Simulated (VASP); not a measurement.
Here is the system:

```
KMgF3
1.0
    4.01546     0.00000     0.00000
    0.00000     4.01546     0.00000
    0.00000     0.00000     4.01546
K Mg F
1 1 3
Direct
  0.00000   0.00000   0.00000
  0.50000   0.50000   0.50000
  0.50000   0.00000   0.50000
  0.00000   0.50000   0.50000
  0.50000   0.50000   0.00000
```

Level of theory: TPSS meta-GGA, VASP's PBE PAW potentials (set 64) (plane waves; VASP). Numerical set-up: 520 eV cut-off, 6×6×6 Γ-centred mesh, Gaussian smearing of 0.050 eV, potentials K_sv Mg F.

**Question.** Estimate the energy per atom (σ→0), band gap (on the k-mesh) with the smallest direct gap where there is one.

**Answer.** 
```yaml
band gap (on the k-mesh): 7.46 eV
smallest direct gap (on the k-mesh): 7.78 eV
energy per atom (σ→0): -823.0 kJ/mol-atom
```

The absolute energy has meaning only against runs of the same code, potentials and settings.

The compound is KMgF3 in the cubic perovskite structure. It was relaxed first.
